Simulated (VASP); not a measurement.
A run of VASP 6.6.1 is set up as follows.

File INCAR:

```
SYSTEM = PtBr2
PREC = Accurate ; ENCUT = 520
EDIFF = 1E-6 ; ISMEAR = 0
SIGMA = 0.05 ; LREAL = .False.
LASPH = .True. ; NELM = 60
ALGO = Normal ; ISIF = 2
LWAVE = .False. ; LCHARG = .False.
ISPIN = 2 ; MAGMOM = 0.5 0 0
LORBIT = 11 ; LMAXMIX = 4
GGA = CA ; NBANDS = 23
```

The input KPOINTS:

```
regular mesh
0
Gamma
  6 6 6
  0 0 0
```

POSCAR

```
PtBr2
1.0
    2.0275947800      1.1706323900      6.1301826500
   -2.0275947800      1.1706323900      6.1301826500
    0.0000000000     -2.3412647800      6.1301826500
Pt Br
1 2
Direct
    0.0000000000      0.0000000000      0.0000000000
    0.2520000000      0.2520000000      0.2520000000
    0.7480000000      0.7480000000      0.7480000000
```

Potentials or basis: VASP PAW LDA potentials, release 64 (Pt, Br).

Launch:

```sh
$ cat potpaw_LDA.64/Pt/POTCAR potpaw_LDA.64/Br/POTCAR > POTCAR
$ mpirun -np 1 vasp_std > vasp.out
```

Q: What does it give for the net moment?

A: 1.75 μB per cell.

Q: What does it give for the pressure?

A: -9.3 GPa.

Stress tensor (GPa, compression positive):
```
-9.68  0.00  0.00
 0.00 -9.68  0.00
 0.00  0.00 -8.47
```

Caveat: forces of over 1 eV/Å show positions far from the minimum, so gaps and moduli don't describe the material at rest. Spin-orbit coupling is left out, which matters for the levels of Pt.
